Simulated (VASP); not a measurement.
Given:

```yaml
crystal:
  lattice:
    - [0.00000, 2.72493, 2.72493]
    - [2.72493, 0.00000, 2.72493]
    - [2.72493, 2.72493, 0.00000]
  atoms:
    - { symbol: Al, position: [0.00000, 0.00000, 0.00000] }
    - { symbol: P, position: [0.25000, 0.25000, 0.25000] }
```

Method: PBE GGA with D4 dispersion, VASP's PBE PAW potentials (set 64) (plane waves; VASP). Settings: 520 eV cut-off, 9×9×9 Γ-centred mesh, tetrahedra with Blöchl corrections, potentials Al P.

Question: The job: AlP (zinc blende), 2 atoms, PBE-D4, static run, 520 eV, 9×9×9 Γ-centred mesh. Roughly how much core time does it take on a busy server core?

Answer: About 9 core-seconds (one run on a shared machine, a rough figure). It had 35 irreducible k-points, 8 bands, up to 1113 plane waves and 14 electronic steps.

The compound is AlP in the zinc blende structure. It was relaxed first.
